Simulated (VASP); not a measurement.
VASP 6 on Cu, 32 atoms, PBE, 400 eV, 3×3×3 Γ-centred mesh, vasp_std. Each run had one machine to itself; times are medians of up to 3 turns, which differed by up to 1 %. Differences under about 10 % mean little, and other builds and machines will differ.

INCAR of the first run: PREC = Normal; ENCUT = 400; EDIFF = 1E-5; NELM = 80; ALGO = Fast; LREAL = Auto; LASPH = .TRUE.; ISMEAR = 1; SIGMA = 0.1; GGA = PE; LMAXMIX = 4; LWAVE = .FALSE.; LCHARG = .FALSE.; ISYM = 0; NCORE = 4; AMIX = 0.4; BMIX = 1.0

```json
[
 {"run": "32 ranks, AMIX = 0.4, BMIX = 1.0, MAXMIX = unset", "seconds to convergence": "13", "electronic steps": "15"},
 {"run": "32 ranks, AMIX = 0.2, BMIX = 0.0001, MAXMIX = unset", "seconds to convergence": "14", "electronic steps": "16"},
 {"run": "32 ranks, AMIX = 0.1, BMIX = 1.0, MAXMIX = unset", "seconds to convergence": "16", "electronic steps": "19"},
 {"run": "32 ranks, AMIX = 0.8, BMIX = 1.0, MAXMIX = unset", "seconds to convergence": "15", "electronic steps": "17"},
 {"run": "32 ranks, AMIX = 0.2, BMIX = 3.0, MAXMIX = unset", "seconds to convergence": "15", "electronic steps": "18"},
 {"run": "32 ranks, AMIX = 0.4, BMIX = 1.0, MAXMIX = 20", "seconds to convergence": "13", "electronic steps": "15"},
 {"run": "32 ranks, AMIX = 0.05, BMIX = 0.0001, MAXMIX = unset", "seconds to convergence": "18", "electronic steps": "23"}
]
```

On 32 cores the runs span a factor of 1.4.

Runs that failed, blew up or ran out of time are left out.

The cell is a supercell.
